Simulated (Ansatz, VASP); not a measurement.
**TiC in two plane-wave programs**

Aim: how closely do two programs agree when they are given the same cell, functional and k mesh? The cell is taken from a series of runs on this material, whose earlier steps may have relaxed, scaled, displaced or heated it; both programs get it as it stands.

Calculated with Ansatz 0.2.0; plane waves, with VASP 6.6.1 beside it; zone-centre phonons at LDA.

## (1) Starting point

The structure is tetragonal, space group I4/mmm (No. 139). Conventional cell: a = 2.997 Å, b = 2.997 Å, c = 4.389 Å, α = 90.00°, β = 90.00°, γ = 90.00°. Nearest to C lie 6 Ti at 2.12 to 2.19 Å. Ti has 6 C at 2.12 to 2.19 Å nearest. Farther neighbours are not listed.

## (2) Ansatz: zone-centre phonons, LDA, pair 1

Ansatz runs on its PAW soft_1 files.

Second derivatives magnify differences that forces hide, and they need a tight electronic threshold.

input.yaml

```yaml
crystal:
  lattice:
    - [0.0, 2.1193930711, 2.1943257801]
    - [2.1193930711, 0.0, 2.1943257801]
    - [2.1193930711, 2.1193930711, 0.0]
  atoms:
    - { symbol: C, position: [0.5, 0.5, 0.5] }
    - { symbol: Ti, position: [0.0, 0.0, 0.0] }
kpoints:
  mp_grid: { grid: [16, 16, 16] }
hamiltonian:
  xc: lda
  pseudopotentials: { kind: paw, azcp: { folder: soft_1 }, xc_functional: pbe }
scf:
  occupations: { method: methfessel_paxton, width: 0.2 }
output:
  eigenvalues: true
phonons:
  method: dfpt
```

Started as:

```sh
$ ansatz run input.yaml --threads 4 --pin off --max-ram 10240MiB --backend cpu --events-out ev --progress --plain --runs-dir out
```

Numbers of over 12 decimals in the logs are rounded to 6 here.

The program printed:

```text
zone centre: on kpoints.mp_grid the ground state, and the responses unless they are solved on pairs of k-points, stand on 621 of the mesh's 4096 k-points, reduced under 8 symmetry operations, with k and −k counted as one. Each operation leaves every solved displacement unchanged or reverses it
Engine: ansatz 0.2.0, x86_64-unknown-linux-gnu
Pseudopotentials: kind: paw
Pseudopotential: C, paw, valence charge 4, recommended cutoff 420 eV (normal), soft_1/C.paw.azcp
Pseudopotential: Ti, paw, valence charge 12, recommended cutoff 420 eV (normal), soft_1/Ti.paw.azcp
Functional definition: SPW92
  exchange = slater_x
  correlation = pw_c
Crystal: 2 atoms, lattice volume = 19.713 Å³
Basis set: ecut = 420 eV, 371 PW (Γ), exchange–correlation on 48×48×48 points (8 copies of the dense FFT grid, shifted against one another)
Bands: 12, of which v1, the nominal top of the filled ones, is band 8 counted from 1 (7 counted from 0)
Symmetry: 16 space group operations
k-points: 621 of 4096 (irreducible under 8 space group operations)
Non-local potential: C, projectors of the file, l = 0: 2, l = 1: 2, l = 2: 1
Non-local potential: Ti, projectors of the file, l = 0: 3, l = 1: 2, l = 2: 3, l = 3: 1
PAW form: soft (Blöchl's): semilocal exchange-correlation on the pseudo side does not see the compensation charge
PAW frozen core: C, regenerated for the run's functional, and the local potential with it (the file was generated under x = pbe(κ = 0.804, μ = 0.219515), c = pbe(β = 0.066725))
PAW frozen core: Ti, regenerated for the run's functional, and the local potential with it (the file was generated under x = pbe(κ = 0.804, μ = 0.219515), c = pbe(β = 0.066725))
PAW one-centre angular grid: C, 110 points (default); XC on 64 Gauss nodes
PAW one-centre angular grid: Ti, 590 points (default); XC on 64 Gauss nodes
Initial density: superposition of atomic densities (chi_scale 0.1, normalization cell, long waves kept (reshape's long-wave potential 0.00 eV rms))
Initial wavefunctions: pseudopotential atomic-orbital guess
Functional: x = slater, c = lda
SCF iter   1: F=—  HF=-2696.198652 eV  |F-HF|=—  |Δ(HF+E_count)|=         —  Δρ=1.43e-1  dr2=5.13e0  ethr=3.10e-3  ⟨swp⟩=4.3  Hψ=35844  notcnv=0
preconditioner: auto → none  [metal: Δε(μ)=0.041 eV  Ē_g=20.312 eV  σ=0.200 eV  W_gap=0.17  n_scr=8 (ndim 8)  ℏωp=31.3 eV  f_vac=0.000  D(μ)=0.19/eV (n_scr^D=0)  sad-step TF]
SCF iter   2: F=—  HF=-2695.671127 eV  |F-HF|=—  |Δ(HF+E_count)|=   5.28e-1  S|Δr|=    0.00e0  Δρ=9.90e-2  dr2=2.53e0  ethr=3.10e-3  ⟨swp⟩=2.0  Hψ=14770  notcnv=0
SCF iter   3: F=—  HF=-2695.166158 eV  |F-HF|=—  |Δ(HF+E_count)|=   5.05e-1  S|Δr|=    0.00e0  Δρ=1.14e-2  dr2=1.78e-2  ethr=3.10e-3  ⟨swp⟩=2.7  Hψ=15360  notcnv=0
SCF iter   4: F=—  HF=-2695.159997 eV  |F-HF|=—  |Δ(HF+E_count)|=   6.16e-3  S|Δr|=    0.00e0  Δρ=1.47e-3  dr2=1.53e-4  ethr=1.11e-4  ⟨swp⟩=2.6  Hψ=18270  notcnv=0
SCF iter   5: F=—  HF=-2695.160175 eV  |F-HF|=—  |Δ(HF+E_count)|=   1.79e-4  S|Δr|=    0.00e0  Δρ=3.42e-4  dr2=1.63e-5  ethr=9.54e-7  ⟨swp⟩=2.0  Hψ=9940  notcnv=0
SCF iter   6: F=—  HF=-2695.160174 eV  |F-HF|=—  |Δ(HF+E_count)|=   1.63e-6  S|Δr|=    0.00e0  Δρ=2.99e-5  dr2=1.42e-7  ethr=1.02e-7  ⟨swp⟩=2.0  Hψ=11826  notcnv=0
SCF iter   7: F=—  HF=-2695.160174 eV  |F-HF|=—  |Δ(HF+E_count)|=   1.22e-7  S|Δr|=    0.00e0  Δρ=3.14e-6  dr2=1.37e-9  ethr=8.86e-10  ⟨swp⟩=3.0  Hψ=12403  notcnv=0
SCF iter   8: F=—  HF=-2695.160174 eV  |F-HF|=—  |Δ(HF+E_count)|=  4.49e-10  S|Δr|=    0.00e0  Δρ=6.48e-7  dr2=8.21e-11  ethr=8.55e-12  ⟨swp⟩=2.8  Hψ=12325  notcnv=0
SCF iter   9: F=-2695.160174 eV  HF=-2695.160174 eV  |F-HF|=9.09e-13  |Δ(HF+E_count)|=  2.86e-11  S|Δr|=    0.00e0  Δρ=3.62e-8  dr2=2.98e-13  ethr=1.00e-12  ⟨swp⟩=5.0  Hψ=26760  notcnv=0
SCF 1 converged in 9 iterations: F = -2695.160174 eV  dr2 = 2.98e-13
  greatest PAW one-centre occupation: 0.998 electrons in one spin orbital (limit 2), on the Ti atom at site 1 (counted from 0), in its partial waves of l = 0
DFPT response loops at Γ: preconditioner auto → Kerker (q_TF=auto, 2.635 Å⁻¹) (partly filled bands, converged f_vac=0.000); β = 1.00, the filter's whole step (`scf.mixing.beta` (0.50) is not read by the response loops under this deck's `scf.mixing.preconditioner`; to damp them name `kerker` or `kerker_dos`, under which they read `scf.mixing.beta`, and type it under 1.00, their step now; both keys bind the ground state too); Broyden in place of MSR1
SCF converged after 9 iterations
Stability not checked: this state was not tested for a lower state beside it, because cold or Methfessel-Paxton smearing, or corrected tetrahedra, fill the levels in a way that the test cannot read (fill_not_monotonic; see scf.lower_state_search)
Free energy (F): -2695.160174 eV
Harris-Foulkes:  -2695.160174 eV  (|F-HF|=9.09e-13)
Internal energy: -2695.160320 eV  (E = F + TS)
E sigma→0 (E₀):  -2695.160211 eV
Entropy (-TS):   0.000146 eV (0.073 meV/atom)
Fermi energy:    14.819370 eV
--- Per-component energies (eV) ---
  E_band       = -105.311443
  E_kinetic    = 367.621197
  E_local      = -817.054999  (includes V_loc(G=0)·N_el)
  E_nonlocal   = 88.465764
  E_hartree    = 321.267074
  E_xc         = -163.698001
  E_vxc        = -205.257309  (∫ρ·V_xc dr)
  E_paw        = -1085.211947  (= ΣΔE_a)
  E_vpaw       = -181.620192  (= ΣTr[D̂ρ^β])
  E_aug_tail   = -0.000069  (compensation charges beyond the density's cutoff)
  E_ewald      = -1406.938125
  E_core_change = 0.388783  (= ΣΔE_core)
  E_smearing   = 0.000146  (= −TS)
  E_closure    = -0.000000  (closes the sum)
  Σ components = -2695.160174   (vs F -2695.160174, Δ=0.00e0)
--- Band table (eV; the first three rows and the last of 621) ---
  k-point 0: bands = [... 4 lower, 2.4739, 15.3042, 15.5741, 15.5741, 16.4569, 16.4697, 16.6123, 16.6123]
  k-point 1: bands = [... 4 lower, 2.5667, 15.0094, 15.2087, 15.3989, 15.8252, 15.9230, 16.8090, 17.5029]
  k-point 2: bands = [... 4 lower, 2.8392, 14.1550, 14.4387, 14.6071, 15.8940, 15.9796, 17.1517, 18.5802]
  k-point 620: bands = [... 4 lower, 4.7282, 11.1850, 13.1110, 15.0247, 15.0247, 17.6714, 18.4464, 18.4464]
--- Phonons (Γ-DFPT): 4 representative perturbations + reference, on 621 of 4096 k-points (Σ response iterations 12) ---
  k mesh reduced under 8 symmetry operations, with k and −k counted as one. Each operation leaves every solved displacement unchanged or reverses it
  ASR residual: 1.484e-5 → 0.000e0 eV/Å²; symmetrization residual: 1.040e-6 eV/Å²
  ASR residual per site (eV/Å²): 1.43e-5 1.48e-5
  Γ frequencies (cm⁻¹): 0.00 0.00 0.00 482.39 563.23 563.23
  non-analytic LO–TO correction: not included (Born effective charges unavailable; polar crystals: no LO–TO splitting at Γ)
```

[end of part 1 of 3]

[Lines on the potential files, build, host, timing and source positions are cut from VASP's logs without a mark.]

[Logs are printed without paths, hosts, clocks, repeated set-up lines and the standing remarks that a program may print on its own settings, such as how far it seeks lower states.]

[Hosts, paths, dates, database ids (printed as entryN), source tags and the programs' standing remarks are cut or masked in the printed files.]
